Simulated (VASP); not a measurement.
A convergence study with VASP on ZnS (wurtzite): one setting is varied, all else stays as given below, so the limit is that of these other settings.

```xyz
4
Lattice="1.9100 -3.3082 0.0000 1.9100 3.3082 0.0000 0.0000 0.0000 6.2600" Properties=species:S:1:pos:R:3 pbc="T T T"
Zn     1.9100    -1.1027     3.1300
Zn     1.9100     1.1027     0.0000
S      1.9100    -1.1027     5.4775
S      1.9100     1.1027     2.3475
```

Computed with PBE GGA, VASP's PBE PAW potentials (set 64) (plane waves; VASP). The tightest run used: 600 eV cut-off, 6×6×3 Γ-centred mesh, Gaussian smearing of 0.010 eV, potentials Zn S.

```
setting      mean ε∞  highest Γ mode (cm⁻¹)  plane waves
-----------  -------  ---------------------  -----------
ENCUT = 200     6.03                  338.5          537
ENCUT = 300     6.13                  329.9          945
ENCUT = 400     6.12                  330.2         1460
```

**Question.** These are the cheaper rows. Estimate the results at ENCUT = 600, and how far the last row shown lies from them.

**Answer.** 
| quantity | tightest run | last row shown is off by |
|---|---|---|
| mean ε∞ | 6.12 | 0.00 |
| highest Γ mode (cm⁻¹) | 330.4 | -0.2 |

Left out are rungs that failed or repeat a setting and relaxations that didn't move; long series are thinned to 24 rows.

The compound is ZnS in the wurtzite structure, the high-temperature form. The cell was not relaxed at this level.
